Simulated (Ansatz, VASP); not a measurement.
# Cross-check of AlGaN2 between VASP and Ansatz

Wanted: the spread between two codes on one cell, functional and k mesh. The cell is generated by rule, not measured, and may not be a known phase. The cell is taken from a series of runs on this material, whose earlier steps may have relaxed, scaled, displaced or heated it; both programs get it as it stands.

Method: plane waves, with VASP 6.6.1 beside it; zone-centre phonons at LDA, in Ansatz 0.2.0.

The structure was built from a prototype and need not be the compound's stable phase.

### 1. Starting point

Symmetry: P3m1, No. 156, trigonal system. The conventional cell has a = 3.120 Å, b = 3.120 Å, c = 10.097 Å, α = 90.00°, β = 90.00°, γ = 120.00°. Nearest to Ga lie 4 N at 1.91 to 1.94 Å. Ga has 4 N at 1.91 to 1.94 Å nearest. Nearest to N lie 4 Ga at 1.91 to 1.94 Å. Nearest to N lie 3 Al at 1.89 Å and 1 Ga at 1.94 Å. Nearest to N lie 4 Al at 1.88 to 1.89 Å. Nearest to N lie 1 Al at 1.88 Å and 3 Ga at 1.91 Å. Farther neighbours and most contacts between anions are not listed.

As a file:

```xyz
8
Lattice="3.1195 0.0000 0.0000 -1.5598 2.7016 0.0000 0.0000 0.0000 10.0972" Properties=species:S:1:pos:R:3 pbc="T T T"
Ga    0.0000    1.8011   10.0704
Ga    1.5598    0.9005    2.5553
N     0.0000    1.8011    1.9115
N     1.5598    0.9005    4.4991
N     0.0000    1.8011    6.9557
N     1.5598    0.9005    9.4202
Al    0.0000    1.8011    5.0732
Al    1.5598    0.9005    7.5369
```

### 2. Ansatz: zone-centre phonons, LDA

Ansatz runs on its PAW soft_1 files.

Second derivatives magnify differences that forces hide, and they need a tight electronic threshold.

File input.yaml:

```yaml
crystal:
  lattice:
    - [3.1195351916, 0.0, 0.0]
    - [-1.5597675958, 2.7015967239, 0.0]
    - [0.0, 0.0, 10.0971940676]
  atoms:
    - { symbol: Ga, position: [0.3333333333, 0.6666666667, -0.0026538735] }
    - { symbol: "N", position: [0.3333333333, 0.6666666667, 0.1893108853] }
    - { symbol: Ga, position: [0.6666666667, 0.3333333333, 0.2530691884] }
    - { symbol: "N", position: [0.6666666667, 0.3333333333, 0.4455754095] }
    - { symbol: Al, position: [0.3333333333, 0.6666666667, 0.5024324846] }
    - { symbol: "N", position: [0.3333333333, 0.6666666667, 0.6888766932] }
    - { symbol: Al, position: [0.6666666667, 0.3333333333, 0.7464354519] }
    - { symbol: "N", position: [0.6666666667, 0.3333333333, 0.9329537606] }
kpoints:
  mp_grid: { grid: [9, 9, 3] }
hamiltonian:
  xc: lda
  pseudopotentials: { kind: paw, azcp: { folder: soft_1 }, xc_functional: pbe }
scf:
  occupations: { method: fixed }
output:
  eigenvalues: true
phonons:
  method: dfpt
  dielectric: true
  rigid_motions: translations
```

Started as:

```sh
ansatz run input.yaml --threads 8 --pin off --max-ram 20480MiB --backend cpu --events-out ev --progress --plain --runs-dir out
```

Numbers of over 12 decimals in the logs are rounded to 6 here.

Log:

```text
Engine: ansatz 0.2.0, aarch64-unknown-linux-gnu
Pseudopotentials: kind: paw
Pseudopotential: Ga, paw, valence charge 13, recommended cutoff 420 eV (normal), soft_1/Ga.paw.azcp
Pseudopotential: N, paw, valence charge 5, recommended cutoff 420 eV (normal), soft_1/N.paw.azcp
Pseudopotential: Al, paw, valence charge 3, recommended cutoff 420 eV (normal), soft_1/Al.paw.azcp
Functional definition: SPW92
  exchange = slater_x
  correlation = pw_c
Crystal: 8 atoms, lattice volume = 85.096 Å³
Basis set: ecut = 420 eV, 1653 PW (Γ), exchange–correlation on 48×48×144 points (8 copies of the dense FFT grid, shifted against one another)
Bands: 34, of which v1, the nominal top of the filled ones, is band 26 counted from 1 (25 counted from 0)
Symmetry: 6 space group operations
k-points: 70 of 243 (irreducible under 2 space group operations, time reversal used)
Non-local potential: Ga, projectors of the file, l = 0: 2, l = 1: 2, l = 2: 3, l = 3: 1
Non-local potential: N, projectors of the file, l = 0: 2, l = 1: 2, l = 2: 1
Non-local potential: Al, projectors of the file, l = 0: 2, l = 1: 2, l = 2: 1
PAW form: soft (Blöchl's): semilocal exchange-correlation on the pseudo side does not see the compensation charge
PAW frozen core: Ga, regenerated for the run's functional, and the local potential with it (the file was generated under x = pbe(κ = 0.804, μ = 0.219515), c = pbe(β = 0.066725))
PAW frozen core: N, regenerated for the run's functional, and the local potential with it (the file was generated under x = pbe(κ = 0.804, μ = 0.219515), c = pbe(β = 0.066725))
PAW frozen core: Al, regenerated for the run's functional, and the local potential with it (the file was generated under x = pbe(κ = 0.804, μ = 0.219515), c = pbe(β = 0.066725))
PAW one-centre angular grid: Ga, 590 points (default); XC on 64 Gauss nodes
PAW one-centre angular grid: N, 110 points (default); XC on 64 Gauss nodes
PAW one-centre angular grid: Al, 110 points (default); XC on 64 Gauss nodes
Initial density: superposition of atomic densities (chi_scale 0.1, normalization cell, long waves 23 % of neutral atoms (reshape's long-wave potential 1.23 eV rms, cloud 1.93 Å wide))
Initial wavefunctions: pseudopotential atomic-orbital guess
Functional: x = slater, c = lda
SCF iter   1: F=—  HF=-9948.197391 eV  |F-HF|=—  |Δ(HF+E_count)|=         —  Δρ=1.23e-1  dr2=1.32e1  ethr=3.10e-3  ⟨swp⟩=4.6  Hψ=8031  notcnv=0  defer=415
preconditioner: auto → Resta (q_TF=auto, 2.513 Å⁻¹)  ε∞=4.0  [insulator: Δε(μ)=3.825 eV  Ē_g=16.794 eV  n_scr=26 (ndim 8)  ℏωp=29.0 eV  f_vac=0.000  ε∞_Penn≈4.0]
SCF iter   2: F=—  HF=-9944.357203 eV  |F-HF|=—  |Δ(HF+E_count)|=    3.84e0  Δρ=4.64e-2  dr2=1.30e0  ethr=3.10e-3  ⟨swp⟩=2.8  Hψ=5214  notcnv=0  defer=394
SCF iter   3: F=—  HF=-9943.956074 eV  |F-HF|=—  |Δ(HF+E_count)|=   4.01e-1  Δρ=1.99e-2  dr2=2.74e-1  ethr=2.51e-3  ⟨swp⟩=2.0  Hψ=2447  notcnv=0  defer=408
SCF iter   4: F=—  HF=-9943.862143 eV  |F-HF|=—  |Δ(HF+E_count)|=   9.39e-2  Δρ=2.71e-3  dr2=4.90e-3  ethr=5.28e-4  ⟨swp⟩=2.9  Hψ=4542  notcnv=0  defer=414
SCF iter   5: F=—  HF=-9943.864340 eV  |F-HF|=—  |Δ(HF+E_count)|=   2.20e-3  Δρ=2.32e-3  dr2=2.36e-3  ethr=9.42e-6  ⟨swp⟩=2.2  Hψ=4323  notcnv=0  defer=420
SCF iter   6: F=—  HF=-9943.862684 eV  |F-HF|=—  |Δ(HF+E_count)|=   1.66e-3  Δρ=3.40e-4  dr2=1.14e-4  ethr=4.54e-6  ⟨swp⟩=2.0  Hψ=4109  notcnv=0  defer=420
SCF iter   7: F=—  HF=-9943.862675 eV  |F-HF|=—  |Δ(HF+E_count)|=   9.01e-6  Δρ=1.61e-4  dr2=2.34e-5  ethr=2.18e-7  ⟨swp⟩=2.0  Hψ=3978  notcnv=0  defer=367
SCF iter   8: F=—  HF=-9943.862674 eV  |F-HF|=—  |Δ(HF+E_count)|=   3.37e-7  Δρ=5.71e-5  dr2=3.11e-6  ethr=4.51e-8  ⟨swp⟩=2.0  Hψ=3571  notcnv=0  defer=264
SCF iter   9: F=—  HF=-9943.862675 eV  |F-HF|=—  |Δ(HF+E_count)|=   6.18e-7  Δρ=2.04e-5  dr2=4.93e-7  ethr=5.99e-9  ⟨swp⟩=2.1  Hψ=3167  notcnv=0  defer=242
SCF iter  10: F=—  HF=-9943.862675 eV  |F-HF|=—  |Δ(HF+E_count)|=   3.68e-8  Δρ=1.22e-5  dr2=1.35e-7  ethr=9.47e-10  ⟨swp⟩=3.0  Hψ=3986  notcnv=0  defer=242
SCF iter  11: F=—  HF=-9943.862675 eV  |F-HF|=—  |Δ(HF+E_count)|=   3.55e-8  Δρ=2.69e-6  dr2=5.56e-9  ethr=2.59e-10  ⟨swp⟩=2.0  Hψ=3685  notcnv=0  defer=242
SCF iter  12: F=—  HF=-9943.862675 eV  |F-HF|=—  |Δ(HF+E_count)|=   1.20e-9  Δρ=1.12e-6  dr2=6.76e-10  ethr=1.07e-11  ⟨swp⟩=2.0  Hψ=3909  notcnv=0  defer=242
SCF iter  13: F=—  HF=-9943.862675 eV  |F-HF|=—  |Δ(HF+E_count)|=  9.46e-11  Δρ=4.40e-7  dr2=1.58e-10  ethr=1.00e-12  ⟨swp⟩=13.2  Hψ=14908  notcnv=0
SCF iter  14: F=-9943.862675 eV  HF=-9943.862675 eV  |F-HF|=1.82e-11  |Δ(HF+E_count)|=  4.00e-11  Δρ=1.42e-7  dr2=1.27e-11  ethr=1.00e-12  ⟨swp⟩=5.0  Hψ=9939  notcnv=0
SCF 1 converged in 14 iterations: F = -9943.862675 eV  dr2 = 1.27e-11
  greatest PAW one-centre occupation: 0.996 electrons in one spin orbital (limit 2), on the Ga atom at site 0 (counted from 0), in its partial waves of l = 2
[...]
Bands: 27, of which v1, the nominal top of the filled ones, is band 26 counted from 1 (25 counted from 0)
k-points: 110 of 400 (irreducible under 2 space group operations, time reversal used)
Initial density: handed on by an earlier stage of this run
Initial wavefunctions: pseudopotential atomic-orbital guess (no wavefunctions were taken with the density)
Eigensolver: Dense (110 Hₖ)
SCF iter   1: F=—  HF=-9943.818623 eV  |F-HF|=—  |Δ(HF+E_count)|=         —  Δρ=3.57e-4  dr2=3.19e-5  ethr=1.00e-1
preconditioner: auto → Resta (q_TF=auto, 2.513 Å⁻¹)  ε∞=5.6  [insulator: Δε(μ)=3.264 eV  Ē_g=13.518 eV  n_scr=26 (ndim 8)  ℏωp=29.0 eV  f_vac=0.000  ε∞_Penn≈5.6]
SCF iter   2: F=—  HF=-9943.818624 eV  |F-HF|=—  |Δ(HF+E_count)|=   9.22e-7  Δρ=2.03e-4  dr2=1.23e-5  ethr=6.13e-8
SCF iter   3: F=—  HF=-9943.818623 eV  |F-HF|=—  |Δ(HF+E_count)|=   8.74e-7  Δρ=3.84e-5  dr2=7.39e-7  ethr=2.37e-8
SCF iter   4: F=-9943.818622 eV  HF=-9943.818622 eV  |F-HF|=2.19e-8  |Δ(HF+E_count)|=   7.86e-7  Δρ=7.74e-6  dr2=3.23e-8  ethr=1.42e-9
SCF 1 converged in 4 iterations: F = -9943.818622 eV  dr2 = 3.23e-8
DFPT response loops at Γ: preconditioner auto → Resta (q_TF=auto, 2.513 Å⁻¹)  ε∞=4.3 (no band partly filled); β = 1.00, the filter's whole step (`scf.mixing.beta` (0.50) is not read by the response loops at its default; to damp them type it under 1.00, their step now; it binds the ground state too); Broyden in place of MSR1
SCF converged after 14 iterations
Free energy (F): -9943.862675 eV
Harris-Foulkes:  -9943.862675 eV  (|F-HF|=1.82e-11)
Internal energy: -9943.862675 eV  (E = F + TS)
E sigma→0 (E₀):  -9943.862675 eV
Fermi energy:    8.663988 eV
--- Per-component energies (eV) ---
  E_band       = 1.697656
  E_kinetic    = 797.531160
  E_local      = -5181.140590  (includes V_loc(G=0)·N_el)
  E_nonlocal   = -10.134231
  E_hartree    = 2901.838957
  E_xc         = -440.084853
  E_vxc        = -476.760941  (∫ρ·V_xc dr)
  E_paw        = -5208.245127  (= ΣΔE_a)
  E_vpaw       = -931.478416  (= ΣTr[D̂ρ^β])
  E_aug_tail   = 0.002810  (compensation charges beyond the density's cutoff)
  E_ewald      = -2807.519373
  E_core_change = 3.888572  (= ΣΔE_core)
  E_smearing   = -0.000000  (= −TS)
  E_closure    = 0.000000  (closes the sum)
  Σ components = -9943.862675   (vs F -9943.862675, Δ=0.00e0)
--- Band table (eV; the first three rows and the last of 70) ---
  k-point 0: bands = [... 22 lower, 8.1486, 8.4853, 8.6640, 8.6640, 11.6372, 13.4713, 14.0833, 14.6180, ... 4 higher]
  k-point 1: bands = [... 22 lower, 8.1872, 8.1872, 8.6513, 8.6513, 12.1200, 13.1700, 13.9604, 14.6519, ... 4 higher]
  k-point 2: bands = [... 22 lower, 7.8385, 7.9382, 8.3927, 8.5283, 12.3668, 14.0831, 14.5392, 15.0793, ... 4 higher]
  k-point 69: bands = [... 22 lower, 6.3103, 6.6689, 7.3140, 7.5132, 14.5116, 14.5453, 14.9077, 15.3203, ... 4 higher]
--- Phonons (Γ-DFPT): 16 representative perturbations + reference, on 70 of 243 k-points (Σ response iterations 57) ---
  k mesh reduced under 2 symmetry operations, with k and −k counted as one. Each operation leaves every solved perturbation unchanged. A smaller set is not considered because the run solves the response to a homogeneous field
  ASR residual: 1.973e-4 → 0.000e0 eV/Å²; symmetrization residual: 7.586e-6 eV/Å²
  ASR residual per site (eV/Å²): 4.01e-5 9.09e-6 1.97e-4 5.81e-5 1.43e-5 3.38e-5 2.45e-5 2.84e-5
  Γ frequencies (cm⁻¹): 0.00 0.00 0.00 119.12 119.12 138.15 138.15 207.85 207.85 262.82 296.31 465.22 577.83 578.37 578.37 586.40 586.40 643.41 643.41 653.42 653.42 709.59 781.65 785.13
  ε∞ (high-frequency dielectric tensor):
        4.972319     0.000000     0.000000
        0.000000     4.972319    -0.000000
        0.000000    -0.000000     5.138427
  ε⁰ (static dielectric tensor: ions relaxed, cell fixed):
        8.811273    -0.000000     0.000000
       -0.000000     8.811273    -0.000000
        0.000000    -0.000000    10.048656
  ε⁰ − ε∞ (ionic part):
        3.838954    -0.000000     0.000000
       -0.000000     3.838954    -0.000000
        0.000000    -0.000000     4.910229
  softest optical mode at Γ: 119.12 cm⁻¹; the repairs (sum rule, projections) moved no ω² at Γ by more than (2.16 cm⁻¹)²
  Born effective charges Z* (e; rows j = field, columns β = displacement):
    site 0:
         2.58241    0.00000    0.00000
         0.00000    2.58241   -0.00000
         0.00000   -0.00000    2.64415
    site 1:
        -2.56716   -0.00000   -0.00000
         0.00000   -2.56716    0.00000
        -0.00000   -0.00000   -2.48542
    site 2:
         2.58151   -0.00000    0.00000
         0.00000    2.58151    0.00000
         0.00000    0.00000    2.37475
    site 3:
        -2.47086   -0.00000   -0.00000
         0.00000   -2.47086   -0.00000
        -0.00000   -0.00000   -2.74451
    site 4:
         2.52440   -0.00000    0.00000
         0.00000    2.52440   -0.00000
         0.00000   -0.00000    2.71117
    site 5:
[...]
site 6:
[...]
site 7:
[...]
Z* charge neutrality: 1.013e-2 e pre-enforcement
  solved inside a basis spanned on kpoints, on 10×10×4 k-points, its susceptibility summed on 14×14×4: ε∞ is read to err by 1.9e-2, Z* by 1.6e-2 e (field_mesh: kpoints solves on kpoints); Z* is corrected for what the basis lacks
  optical modes at Γ without the LO–TO term, one row a degenerate level:
      ω (cm⁻¹)  modes    IR ((D/Å)²/amu)
[...]
optical modes at Γ + LO–TO along q̂ = [1.0000, 0.0000, 0.0000]:
      ω (cm⁻¹)  modes    IR ((D/Å)²/amu)
[...]
optical modes at Γ + LO–TO along q̂ = [0.0000, 1.0000, 0.0000]:
      ω (cm⁻¹)  modes    IR ((D/Å)²/amu)
[...]
optical modes at Γ + LO–TO along q̂ = [0.0000, 0.0000, 1.0000]:
      ω (cm⁻¹)  modes    IR ((D/Å)²/amu)
[...]
578.37      2            45.3548
        586.40      2             5.6223
        643.41      2             8.9780
        653.42      2            56.3117
        708.23      1             0.9403
        731.51      1            15.0554
        783.80      1             0.0409
        858.62      1            50.5358
```

In the SCF lines HF is the Harris–Foulkes energy and dr2 the Hartree energy of the density residual, in eV; the loop may stop once dr2 is under the threshold and the program's other checks hold. Hψ counts applications of the Hamiltonian.

(Continued in part 2 of 3.)

[Lines on the potential files, build, host, timing and source positions are cut from VASP's logs without a mark.]

[Logs are printed without paths, hosts, clocks, repeated set-up lines and the standing remarks that a program may print on its own settings, such as how far it seeks lower states.]

[Hosts, paths, dates, database ids (printed as entryN), source tags and the programs' standing remarks are cut or masked in the printed files.]
